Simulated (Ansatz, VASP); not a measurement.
## Cross-check of Be (Beryllium) between VASP and Ansatz

Aim: how closely do two programs agree when they are given the same cell, functional and k mesh? Of the first pair: The structure shown is the end of the Ansatz relaxation below.

Main program and level: Ansatz 0.2.0; plane waves, with VASP 6.6.1 beside it; single point at PBEsol and relaxation of cell and atoms at PBEsol.

## Step 1: Starting point

It takes space group P6_3/mmc (No. 194, hexagonal). The conventional cell has a = 2.167 Å, b = 2.167 Å, c = 3.560 Å, α = 90.00°, β = 90.00°, γ = 120.00°. Nearest to Be lie 12 Be at 2.17 to 2.18 Å.

## Step 2: Ansatz: relaxation, PBEsol

Ansatz runs on its PAW soft_1 files.

This run makes the geometry at which the two programs are then compared.

Contents of input.yaml:

```yaml
crystal:
  lattice:
    - [2.166516435, 0.0, 0.0]
    - [-1.0832582175, 1.8762582705, 0.0]
    - [0.0, 0.0, 3.558429448]
  atoms:
    - { symbol: Be, position: [0.3333333333, 0.6666666667, 0.25] }
    - { symbol: Be, position: [0.6666666667, 0.3333333333, 0.75] }
kpoints:
  mp_grid: { grid: [24, 24, 12] }
hamiltonian:
  xc: pbesol
  pseudopotentials: { kind: paw, azcp: { folder: soft_1 }, xc_functional: pbe }
scf:
  occupations: { method: methfessel_paxton, width: 0.2 }
output:
  forces: true
  stress: true
  eigenvalues: true
relax:
  adjacent_minimum: "off"
  f_tol: 0.001
  max_steps: 60
  cell: { stress_tol: 0.01, fix: [a, b, gamma] }
```

Launch:

```sh
ansatz run input.yaml --threads 4 --pin off --max-ram 10240MiB --backend cpu --events-out ev --progress --plain --runs-dir out
```

Numbers of over 12 decimals in the logs are rounded to 6 here.

What it wrote:

```text
Engine: ansatz 0.2.0, aarch64-unknown-linux-gnu
Pseudopotentials: kind: paw
Pseudopotential: Be, paw, valence charge 2, recommended cutoff 420 eV (normal), soft_1/Be.paw.azcp
Functional definition: PBEsol
  exchange = pbesol_x
  correlation = pbesol_c
Crystal: 2 atoms, lattice volume = 14.465 Å³
Basis set: ecut = 420 eV, 287 PW (Γ), exchange–correlation on 30×30×48 points (8 copies of the dense FFT grid, shifted against one another)
Bands: 6, of which v1, the nominal top of the filled ones, is band 2 counted from 1 (1 counted from 0)
Symmetry: 24 space group operations
Space group: P63/mmc (ITA 194), of the structure as read, at distance tolerance 2.4e-5 Å
k-points: 427 of 6912
Non-local potential: Be, projectors of the file, l = 0: 2, l = 1: 2, l = 2: 1
PAW form: soft (Blöchl's): semilocal exchange-correlation on the pseudo side does not see the compensation charge
PAW frozen core: Be, regenerated for the run's functional, and the local potential with it (the file was generated under x = pbe(κ = 0.804, μ = 0.219515), c = pbe(β = 0.066725))
PAW one-centre angular grid: Be, 110 points (default); XC on 64 Gauss nodes
Initial density: superposition of atomic densities (chi_scale 0.1, normalization cell)
Initial wavefunctions: pseudopotential atomic-orbital guess
Functional: x = pbesol(κ = 0.804, μ = 0.123457), c = pbesol(β = 0.046)
SCF iter   1: F=—  HF=-180.657349 eV  |F-HF|=—  |Δ(HF+E_count)|=         —  Δρ=1.44e-2  dr2=1.95e-2  ethr=3.10e-3  ⟨swp⟩=4.5  Hψ=20858  notcnv=0
preconditioner: auto → none  [metal: Δε(μ)=0.063 eV  Ē_g=13.798 eV  σ=0.200 eV  W_gap=0.26  n_scr=2 (ndim 8)  ℏωp=19.5 eV  f_vac=0.000  D(μ)=0.22/eV (n_scr^D=0)  sad-step TF]
SCF iter   2: F=—  HF=-180.642318 eV  |F-HF|=—  |Δ(HF+E_count)|=   1.50e-2  S|Δr|=    0.00e0  Δρ=8.64e-3  dr2=7.26e-3  ethr=4.87e-4  ⟨swp⟩=1.0  Hψ=5978  notcnv=0
SCF iter   3: F=—  HF=-180.639683 eV  |F-HF|=—  |Δ(HF+E_count)|=   2.64e-3  S|Δr|=    0.00e0  Δρ=4.77e-4  dr2=2.53e-5  ethr=1.82e-4  ⟨swp⟩=1.0  Hψ=2562  notcnv=0
SCF iter   4: F=—  HF=-180.639715 eV  |F-HF|=—  |Δ(HF+E_count)|=   3.25e-5  S|Δr|=    0.00e0  Δρ=2.92e-5  dr2=7.77e-8  ethr=2.50e-9  ⟨swp⟩=3.4  Hψ=9674  notcnv=0
SCF iter   5: F=-180.639715 eV  HF=-180.639715 eV  |F-HF|=1.85e-9  |Δ(HF+E_count)|=   3.73e-8  S|Δr|=    0.00e0  Δρ=5.93e-6  dr2=3.21e-9  ethr=1.94e-9  ⟨swp⟩=2.0  Hψ=7264  notcnv=0
SCF 1 converged in 5 iterations: F = -180.639715 eV  dr2 = 3.21e-9
  greatest PAW one-centre occupation: 0.377 electrons in one spin orbital (limit 2), on the Be atom at site 1 (counted from 0), in its partial waves of l = 0
relax step   1: F+E_penalty+E_count = -180.63971518 eV  Δ(F+E_penalty+E_count) = +0.000e0 eV  max|allowed force component| = 1.850e-16 eV/Å  Δτ_max = 0.0000 Å  P = +11.049 GPa  Ω = 14.465 Å³  fix = [a, b, gamma]  reactions: a +16.475, b +16.475 GPa  (5 SCF iters, dr2 threshold 1.00e-7 eV, accepted)
[...]
relax step   2: F+E_penalty+E_count = -180.63971829 eV  Δ(F+E_penalty+E_count) = -3.112e-6 eV  max|allowed force component| = 1.110e-16 eV/Å  Δτ_max = 0.0000 Å  P = +11.000 GPa  Ω = 14.469 Å³  energy of the carried Pulay correction = -4.796e-7 eV  fix = [a, b, gamma]  reactions: a +16.467, b +16.467 GPa  (2 SCF iters, dr2 threshold 9.64e-8 eV, accepted)
[...]
relax step   3: F+E_penalty+E_count = -180.63971849 eV  Δ(F+E_penalty+E_count) = -2.029e-7 eV  max|allowed force component| = 5.274e-16 eV/Å  Δτ_max = 0.0000 Å  P = +10.976 GPa  Ω = 14.471 Å³  energy of the carried Pulay correction = -7.187e-7 eV  fix = [a, b, gamma]  reactions: a +16.464, b +16.464 GPa  (3 SCF iters, dr2 threshold 1.07e-8 eV, accepted)
[...]
relax step   4: F+E_penalty+E_count = -180.63971946 eV  Δ(F+E_penalty+E_count) = -9.706e-7 eV  max|allowed force component| = 5.274e-16 eV/Å  Δτ_max = 0.0000 Å  P = +10.976 GPa  Ω = 14.471 Å³  fix = [a, b, gamma]  reactions: a +16.464, b +16.464 GPa  stress off target by 2.58e-4 GPa on what of the cell is left free  SCF on the basis re-selected at this cell (its energy is not comparable with the rows above)  (4 SCF iters)
basis re-selected at this cell: Δ(F+E_penalty+E_count) = -9.706e-7 eV, ΔP = +0.000 GPa vs the last step (what re-selecting the basis moved, of the pressure what is left beyond the Pulay correction that the steps carried, after the strain that the cell walked since its last selection, with what the two solves' SCF thresholds leave and, on support functions, any second-order correction that the steps lacked; it is no m [...]
SCF converged after 4 iterations
Stability not checked: this state was not tested for a lower state beside it, because cold or Methfessel-Paxton smearing, or corrected tetrahedra, fill the levels in a way that the test cannot read (fill_not_monotonic; see scf.lower_state_search)
Free energy (F): -180.639719 eV
Harris-Foulkes:  -180.639719 eV  (|F-HF|=0.00e0)
Internal energy: -180.639169 eV  (E = F + TS)
E sigma→0 (E₀):  -180.639582 eV
Entropy (-TS):   -0.000550 eV (-0.275 meV/atom)
Fermi energy:    9.058771 eV
--- Per-component energies (eV) ---
  E_band       = 14.510610
  E_kinetic    = 45.254560
  E_local      = 7.150178  (includes V_loc(G=0)·N_el)
  E_nonlocal   = 7.829303
  E_hartree    = 0.076482
  E_xc         = -41.500575
  E_vxc        = -42.725878  (∫ρ·V_xc dr)
  E_paw        = -113.460094  (= ΣΔE_a)
  E_vpaw       = -3.150516  (= ΣTr[D̂ρ^β])
  E_aug_tail   = -0.000001  (compensation charges beyond the density's cutoff)
  E_ewald      = -86.008085
  E_core_change = 0.019063  (= ΣΔE_core)
  E_smearing   = -0.000550  (= −TS)
  E_closure    = -0.000000  (closes the sum)
  Σ components = -180.639719   (vs F -180.639719, Δ=0.00e0)
--- Forces (eV/Å), atoms counted from 1 ---
  atom   1  Be    -0.00000000     0.00000000    -0.00000000
  atom   2  Be    -0.00000000    -0.00000000     0.00000000
  max |Σ_I F_I| component: 7.40e-17 eV/Å
--- Stress (GPa, compression-positive) ---
       16.464063      -0.000000       0.000000
       -0.000000      16.464063       0.000000
        0.000000       0.000000      -0.000258
  P = ⅓ Tr σ = 10.9760 GPa (109.760 kbar)
--- Band table (eV; the first three rows and the last of 427) ---
  k-point 0: bands = ["-2.8762", "3.7529", "9.6474", "27.0107", "27.0107", "29.8016"]
  k-point 1: bands = ["-2.8177", "3.4224", "10.1191", "27.0639", "27.0639", "29.6680"]
  k-point 2: bands = ["-2.6420", "2.6477", "11.3160", "27.2211", "27.2211", "28.1057"]
  k-point 426: bands = ["7.9332", "7.9332", "9.3109", "9.3109", "16.2486", "16.2486"]
--- Relaxed structure (3 steps of the walk, 3 accepted, 1 SCFs on fresh bases) ---
  F+E_penalty+E_count = -180.63971946 eV   max|allowed force component| = 5.274e-16 eV/Å   (the final SCF, on the basis selected at the relaxed cell)
  cell:  # Å, volume = 14.4714 Å³
    - [2.166516, 0, 0.0]
    - [-1.083258, 1.876258, 0]
    - [0.0, 0, 3.560055]
  atoms:
    - { symbol: Be, position: [0.333333, 0.666667, 0.25] }
    - { symbol: Be, position: [0.666667, 0.333333, 0.75] }
```

## Step 3: VASP: single point, PBEsol, pair 1

The same cell, functional, mesh and smearing now go to VASP, with its own data sets.

Lines of VASP's logs that name or quote its potential files are left out, and so is its time.

Contents of INCAR:

```
SYSTEM = Be
PREC = Accurate
ENCUT = 600
EDIFF = 1E-06
NELM = 120
ISMEAR = 1
SIGMA = 0.2
LREAL = .FALSE.
ALGO = Normal
GGA = PS
NBANDS = 8
LORBIT = 11
LWAVE = .FALSE.
LCHARG = .FALSE.
ISIF = 2
LASPH = .TRUE.
GGA_COMPAT = .FALSE.
```

Contents of POSCAR:

```
Be
1.0
    2.1665164350      0.0000000000      0.0000000000
   -1.0832582175      1.8762582705      0.0000000000
    0.0000000000      0.0000000000      3.5600547388
Be
2
Direct
    0.3333333333      0.6666666667      0.2500000000
    0.6666666667      0.3333333333      0.7500000000
```

Contents of KPOINTS:

```
Automatic mesh
0
Gamma
24 24 12
0 0 0
```

Potentials, in the order of the species: Be (PBE family, release 64).

Launch:

```sh
mpirun -np 1 vasp_std
```

What it wrote:

```text
[banner, memory and clock lines left out]
running    1 mpi-ranks, on    1 nodes
 distrk:  each k-point on    1 cores,    1 groups
 distr:  one band on    1 cores,    1 groups

 POSCAR found type information on POSCAR Be
 POSCAR found :  1 types and       2 ions
|                                                                             |
|               ----> ADVICE to this user running VASP <----                  |
|                                                                             |
|     You enforced a specific xc type in the INCAR file but a different       |
|     [... a line on the potential file left out ...]
|     I HOPE YOU KNOW WHAT YOU ARE DOING!                                     |
|                                                                             |

 LDA part: xc-table for (Slater+PW92), standard interpolation
 POSCAR, INCAR and KPOINTS ok, starting setup
 FFT: planning ... GRIDC
 FFT: planning ... GRID_SOFT
 FFT: planning ... GRID
 WAVECAR not read
 entering main loop
       N       E                     dE             d eps       ncg     rms          rms(c)
DAV:   1    -0.294656399261E+01   -0.29466E+01   -0.19982E+03  6920   0.463E+02
DAV:   2    -0.795424479830E+01   -0.50077E+01   -0.48808E+01 11192   0.588E+01
DAV:   3    -0.796959499192E+01   -0.15350E-01   -0.15323E-01  7288   0.289E+00
DAV:   4    -0.796960422589E+01   -0.92340E-05   -0.92329E-05 10032   0.782E-02
DAV:   5    -0.796960422656E+01   -0.66498E-09   -0.15357E-08  7248   0.487E-04    0.134E+00
DAV:   6    -0.794253486042E+01    0.27069E-01   -0.34327E-03  7104   0.743E-01    0.817E-01
DAV:   7    -0.793193947840E+01    0.10595E-01   -0.41643E-03  7376   0.741E-01    0.167E-02
DAV:   8    -0.793193204821E+01    0.74302E-05   -0.95906E-06  7624   0.268E-02    0.788E-03
DAV:   9    -0.793193284337E+01   -0.79515E-06   -0.55614E-07  8152   0.537E-03
   1 F= -.79319328E+01 E0= -.79317510E+01  d E =-.545586E-03
```

OUTCAR, selected parts (step 3):

```text
ion  position               nearest neighbor table
   1  0.333  0.667  0.250-   2 2.18   2 2.18   2 2.18   2 2.18   2 2.18   2 2.18
   2  0.667  0.333  0.750-   1 2.18   1 2.18   1 2.18   1 2.18   1 2.18   1 2.18

  LATTYP: Found a hexagonal cell.
 ALAT       =     2.1665164350
 C/A-ratio  =     1.6432161240

 Subroutine GETGRP returns: Found 24 space group operations
 (whereof 12 operations were pure point group operations)

The static configuration has the point symmetry D_3d.
 The point group associated with its full space group is D_6h.

 Found    427 irreducible k-points:

   k-points           NKPTS =    427   k-points in BZ     NKDIM =    427   number of bands    NBANDS=      8

   dimension x,y,z NGX =    18 NGY =   18 NGZ =   28
   dimension x,y,z NGXF=    36 NGYF=   36 NGZF=   56

   ENCUT  =  600.0 eV  44.10 Ry    6.64 a.u.   4.33  4.33  7.11*2*pi/ulx,y,z

   NELECT =       4.0000    total number of electrons

 k-points in reciprocal lattice and weights: Automatic mesh
   0.00000000  0.00000000  0.00000000       0.000
   0.04166667 -0.00000000  0.00000000       0.001
   0.08333333 -0.00000000  0.00000000       0.001
   0.12500000  0.00000000  0.00000000       0.001
   0.16666667  0.00000000  0.00000000       0.001
   0.20833333 -0.00000000  0.00000000       0.001
   0.25000000  0.00000000  0.00000000       0.001
   0.29166667 -0.00000000  0.00000000       0.001
   0.33333333  0.00000000  0.00000000       0.001
[...]
0.33333333  0.29166667  0.50000000       0.002
   0.33333333  0.33333333  0.50000000       0.000

 average (electrostatic) potential at core
       1 -32.0249       2 -32.0249

 E-fermi :   7.8726

 k-point     1 :       0.0000    0.0000    0.0000
  band No.  band energies     occupation
      1      -4.0707      2.00000
      2       2.5618      2.00000
      3       8.4704     -0.00020
      4      25.8313      0.00000
      5      25.8313      0.00000
      6      28.6180      0.00000
      7      28.6180      0.00000
    ...

 k-point     2 :       0.0417   -0.0000    0.0000
  band No.  band energies     occupation
      1      -4.0180      2.00000
      2       2.6337      2.00000
      3       8.4851     -0.00013
      4      25.3513      0.00000
      5      25.4499      0.00000
      6      28.6028      0.00000
      7      28.8051      0.00000
    ...

 k-point     3 :       0.0833   -0.0000    0.0000
  band No.  band energies     occupation
      1      -3.8598      2.00000
      2       2.8491      2.00000
      3       8.5276     -0.00004
      4      24.0906      0.00000
      5      24.6030      0.00000
      6      28.5339      0.00000
      7      28.8832      0.00000
    ...

  Total        1.5336071      1.5336071      0.0496784      0.0000000      0.0000000      0.0000000
  in kB      169.7905100    169.7905100      5.5000588      0.0000000      0.0000000      0.0000000
  external PRESSURE =     115.0270263 kB  Pullay stress =       0.0000000 kB

  energy-cutoff  :      600.00
  volume of cell :       14.47
      direct lattice vectors                 reciprocal lattice vectors
     2.166516435  0.000000000  0.000000000     0.461570466  0.266487833  0.000000000
    -1.083258218  1.876258270  0.000000000     0.000000000  0.532975665  0.000000000
     0.000000000  0.000000000  3.560054739     0.000000000  0.000000000  0.280894557

 POSITION                                       TOTAL-FORCE (eV/Angst)
 -----------------------------------------------------------------------------------
     -0.00000      1.25084      0.89001        -0.000000      0.000000      0.000000
      1.08326      0.62542      2.67004         0.000000     -0.000000      0.000000
 -----------------------------------------------------------------------------------
    total drift:                                0.000000     -0.000000      0.000000

  FREE ENERGIE OF THE ION-ELECTRON SYSTEM (eV)
  ---------------------------------------------------
  free  energy   TOTEN  =        -7.9319328434 eV

  energy  without entropy=       -7.9313872572  energy(sigma->0) =       -7.93175098

 total charge
# of ion       s       p       d       tot
------------------------------------------
    1        0.426   0.856   0.000   1.281
    2        0.426   0.856   0.000   1.281
--------------------------------------------------
tot          0.851   1.712   0.000   2.563

[... 3 further parts left out ...]
```

The run ends at a pressure of 11.50 GPa.

## Step 4: Side by side

Known differences besides the potentials themselves: the cutoff is 420 eV in Ansatz and 600 eV in VASP; Ansatz makes its cores anew for this functional, VASP keeps those of its PBE data sets; Ansatz's pressure holds a Pulay correction, VASP's none. Total energies have different zeros and are not compared.

Compared:

| quantity | Ansatz | VASP | difference |
| --- | --- | --- | --- |
| pressure (GPa) | 10.98 | 11.50 | -0.53 |

## Step 5: Ansatz: relaxation of cell and atoms, PBEsol

The relaxed volume is the usual yardstick between codes: in a stiff, nearly cubic crystal its relative difference is about their pressure difference at one cell divided by the bulk modulus. Its start cell is another than that of the pair before, and may be another structure of the material.

The cell is taken from a series of runs on this material, whose earlier steps may have relaxed, scaled, displaced or heated it; both programs get it as it stands.

input.yaml, the sections that differ from step 2:

```yaml
crystal:
  lattice:
    - [2.2547857386, 0.0, 0.0]
    - [-1.1273928693, 1.9527017297, 0.0]
    - [0.0, 0.0, 3.5579458752]
  atoms:
    - { symbol: Be, position: [0.3333333333, 0.6666666667, 0.25] }
    - { symbol: Be, position: [0.6666666667, 0.3333333333, 0.75] }
relax:
  adjacent_minimum: "off"
  f_tol: 0.001
  max_steps: 60
  cell: { stress_tol: 0.01 }
# kpoints, hamiltonian, scf, output: as in step 2
```

Launch:

```sh
ansatz run input.yaml --threads 4 --pin off --max-ram 10240MiB --backend cpu --events-out ev --progress --plain --runs-dir out
```

What it wrote:

```text
[...]
Crystal: 2 atoms, lattice volume = 15.665 Å³
Basis set: ecut = 420 eV, 311 PW (Γ), exchange–correlation on 32×32×48 points (8 copies of the dense FFT grid, shifted against one another)
Bands: 6, of which v1, the nominal top of the filled ones, is band 2 counted from 1 (1 counted from 0)
Symmetry: 24 space group operations
[...]
k-points: 427 of 6912
[...]
P = ⅓ Tr σ = 0.0059 GPa (0.059 kbar)
--- Band table (eV; the first three rows and the last of 427) ---
[...]
--- Relaxed structure (3 steps of the walk, 3 accepted, 1 SCFs on fresh bases) ---
[...]
cell:  # Å, volume = 15.6699 Å³
    - [2.256788, 0, 0]
    - [-1.128394, 1.954436, 0]
    - [0, 0, 3.552654]
  atoms:
    - { symbol: Be, position: [0.333333, 0.666667, 0.250000] }
    - { symbol: Be, position: [0.666667, 0.333333, 0.750000] }
[key lines of the parts left out:]
SCF converged after 4 iterations
Free energy (F): -180.698840 eV
Fermi energy:    8.146482 eV
```

(Part 1 of 2 ends here.)

[Lines on the potential files, build, host, timing and source positions are cut from VASP's logs without a mark.]

[Logs are printed without paths, hosts, clocks, repeated set-up lines and the standing remarks that a program may print on its own settings, such as how far it seeks lower states.]

[Hosts, paths, dates, database ids (printed as entryN), source tags and the programs' standing remarks are cut or masked in the printed files.]
